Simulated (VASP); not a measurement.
Calculation: RPBE GGA, VASP's PBE PAW potentials (set 64) (plane waves; VASP).

The input files of a VASP run:

File KPOINTS:
```
Automatic mesh
0
Gamma
9 9 9
0 0 0
```

### INCAR
```
SYSTEM = NiSi2
PREC = Accurate; ENCUT = 520; LREAL = .False.
LASPH = .True.
EDIFF = 1E-6; NELM = 100; ALGO = Normal
LMAXMIX = 4
ISMEAR = 1; SIGMA = 0.1
GGA = RP
IBRION = 2; NSW = 60; ISIF = 3
EDIFFG = -0.02
LWAVE = .False.; LCHARG = .False.
```

POSCAR:
```
NiSi2
1
   -0.0000000000     2.7355105481     2.7355105481
    2.7355105481     0.0000000000     2.7355105481
    2.7355105481     2.7355105481    -0.0000000000
Si Ni
2 1
Direct
  0.2500000000   0.2500000000   0.2500000000
  0.7500000000   0.7500000000   0.7500000000
  0.0000000000   0.0000000000   0.0000000000
```

POTCAR, in this order: Si Ni (PBE.64 set). Program: vasp_std.

Output

OSZICAR:
```
       N       E                     dE             d eps       ncg     rms          rms(c)
DAV:   1     0.698921568645E+02    0.69892E+02   -0.78119E+03   910   0.139E+03
DAV:   2    -0.140460949558E+02   -0.83938E+02   -0.78629E+02   955   0.248E+02
DAV:   3    -0.180241991598E+02   -0.39781E+01   -0.38127E+01  1198   0.595E+01
DAV:   4    -0.181065848443E+02   -0.82386E-01   -0.82284E-01  1076   0.807E+00
DAV:   5    -0.181088049290E+02   -0.22201E-02   -0.22195E-02  1202   0.139E+00    0.162E+01
DAV:   6    -0.230605372269E+02   -0.49517E+01   -0.53002E+01   993   0.181E+02    0.257E+01
DAV:   7    -0.163406146534E+02    0.67199E+01   -0.15758E+01  1098   0.113E+02    0.441E+00
DAV:   8    -0.162544273543E+02    0.86187E-01   -0.23222E+00  1328   0.265E+01    0.265E+00
DAV:   9    -0.162185231457E+02    0.35904E-01   -0.25815E-01  1148   0.985E+00    0.554E-01
DAV:  10    -0.162184426017E+02    0.80544E-04   -0.64890E-03  1281   0.126E+00    0.302E-01
DAV:  11    -0.162188897673E+02   -0.44717E-03   -0.13640E-03  1020   0.407E-01    0.328E-02
DAV:  12    -0.162189367212E+02   -0.46954E-04   -0.80970E-05  1262   0.155E-01    0.207E-02
DAV:  13    -0.162189603894E+02   -0.23668E-04   -0.79175E-05   975   0.109E-01    0.110E-02
DAV:  14    -0.162189610407E+02   -0.65126E-06   -0.17442E-06   976   0.137E-02
   1 F= -.16218961E+02 E0= -.16219281E+02  d E =-.162190E+02
       N       E                     dE             d eps       ncg     rms          rms(c)
DAV:   1    -0.162464038165E+02   -0.27443E-01   -0.24814E-01   995   0.109E+01    0.156E+00
DAV:   2    -0.163038570951E+02   -0.57453E-01   -0.60134E-01  1164   0.203E+01    0.256E+00
DAV:   3    -0.162201087361E+02    0.83748E-01   -0.29349E-01  1094   0.138E+01    0.291E-01
DAV:   4    -0.162195022705E+02    0.60647E-03   -0.68539E-03  1013   0.105E+00    0.522E-02
DAV:   5    -0.162195008597E+02    0.14109E-05   -0.21647E-04  1449   0.171E-01    0.286E-02
DAV:   6    -0.162194963303E+02    0.45293E-05   -0.83934E-06  1281   0.616E-02    0.716E-03
DAV:   7    -0.162194968592E+02   -0.52885E-06   -0.21539E-06   851   0.174E-02
   2 F= -.16219497E+02 E0= -.16219832E+02  d E =-.535818E-03
       N       E                     dE             d eps       ncg     rms          rms(c)
DAV:   1    -0.162224146992E+02   -0.29184E-02   -0.24529E-02  1010   0.342E+00    0.507E-01
DAV:   2    -0.162286296700E+02   -0.62150E-02   -0.64384E-02  1107   0.657E+00    0.813E-01
DAV:   3    -0.162197178818E+02    0.89118E-02   -0.29101E-02  1086   0.457E+00    0.695E-02
DAV:   4    -0.162197148261E+02    0.30557E-05   -0.80697E-04   960   0.191E-01    0.411E-02
DAV:   5    -0.162196918447E+02    0.22981E-04   -0.43317E-05  1262   0.164E-01    0.120E-02
DAV:   6    -0.162196913182E+02    0.52649E-06   -0.72515E-06  1287   0.433E-02
   3 F= -.16219691E+02 E0= -.16220023E+02  d E =-.730278E-03
```

File OUTCAR:
```
------------------------ aborting loop because EDIFF is reached ----------------------------------------
  FORCE on cell =-STRESS in cart. coord.  units (eV):
  Direction    XX          YY          ZZ          XY          YZ          ZX
  --------------------------------------------------------------------------------------
  Total        0.0065169      0.0065169      0.0065169      0.0000000      0.0000000     -0.0000000
  in kB        0.2533473      0.2533473      0.2533473      0.0000000      0.0000000     -0.0000000
  external PRESSURE =       0.2533473 kB  Pullay stress =       0.0000000 kB
  volume of cell :       41.21
      direct lattice vectors                 reciprocal lattice vectors
     0.000000000  2.741585428  2.741585428    -0.182376225  0.182376225  0.182376225
     2.741585428  0.000000000  2.741585428     0.182376225 -0.182376225  0.182376225
     2.741585428  2.741585428  0.000000000     0.182376225  0.182376225 -0.182376225
 POSITION                                       TOTAL-FORCE (eV/Angst)
 -----------------------------------------------------------------------------------
      1.37079      1.37079      1.37079        -0.000000      0.000000      0.000000
      4.11238      4.11238      4.11238        -0.000000     -0.000000     -0.000000
      0.00000      0.00000      0.00000         0.000000     -0.000000      0.000000
 -----------------------------------------------------------------------------------
    total drift:                                0.000000     -0.000000     -0.000000
  FREE ENERGIE OF THE ION-ELECTRON SYSTEM (eV)
  ---------------------------------------------------
  free  energy   TOTEN  =       -16.2196913182 eV

  energy  without entropy=      -16.2206855301  energy(sigma->0) =      -16.22002272

 reached required accuracy - stopping structural energy minimisation
```
(Selected blocks of OUTCAR.)

**CONTCAR**
```
NiSi2
   1.00000000000000
     0.0000000000000000    2.7415854276339924    2.7415854276339924
     2.7415854276339924    0.0000000000000000    2.7415854276339924
     2.7415854276339924    2.7415854276339924    0.0000000000000000
  Si              Ni
     2     1
Direct
     0.2500000000000000    0.2500000000000000    0.2500000000000000
     0.7500000000000000    0.7500000000000000    0.7500000000000000
     0.0000000000000000    0.0000000000000000    0.0000000000000000
```

The compound is NiSi2 in the fluorite structure. This run relaxes it. Symmetry was kept, so distortions that lower it aren't found. The start is the result of an earlier pass. The run is not spin-polarised, so no magnetic state was tried.
